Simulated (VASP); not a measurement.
Given:

```
K
1.0
    4.23315     0.00000     0.00000
    0.00000     4.23315     0.00000
    0.00000     0.00000     4.23315
K
1
Direct
  0.00000   0.00000   0.00000
```

All values below come from PBEsol GGA, VASP's PBE PAW potentials (set 64) (plane waves; VASP). Run with 400 eV cut-off, Gaussian smearing of 0.050 eV, potentials K_sv.

Q: What does the run give for the band gap (along the path) with the smallest direct gap where there is one?

A: 
```json
{
  "band gap (along the path)": "none (metal, semimetal or under 0.01 eV)"
}
```

Total energies compare only between runs with the same potentials, cut-off and functional.

The structure was generated: K was put into the simple-cubic type (Pm-3m), which need not be its known phase. It was relaxed first, which changed the volume by -5 %.
